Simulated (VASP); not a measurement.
Consider the following.

```
CeRu3C
1.0
    4.15944     0.00000     0.00000
    0.00000     4.15944     0.00000
    0.00000     0.00000     4.15944
Ce Ru C
1 3 1
Direct
  0.50000   0.50000   0.50000
  0.50000   0.00000   0.00000
  0.00000   0.50000   0.00000
  0.00000   0.00000   0.50000
  0.00000   0.00000   0.00000
```

These are PBE GGA, VASP's PBE PAW potentials (set 64) (plane waves; VASP) values and carry that method's errors. Numerical set-up: 520 eV cut-off, KSPACING 0.5 per Å, first-order Methfessel-Paxton smearing of 0.10 eV, potentials Ce Ru_pv C.

**Question.** Give the stress tensor in GPa (positive for a compressed cell).

**Answer.** 
```
2.60  0.00  0.00
0.00  2.60  0.00
0.00  0.00  2.60
```
The pressure is its mean diagonal, 2.60 GPa.

The structure comes from a computed database's CeRu3C entry (Pm-3m); how it stands against other phases isn't given here. The cell was not relaxed at this level. The run is one of a series of settings (KGAMMA = .TRUE., KSPACING = 0.5, KPOINTS file removed against the base run), some of them coarse on purpose. The run is not spin-polarised, so no magnetic state was tried.
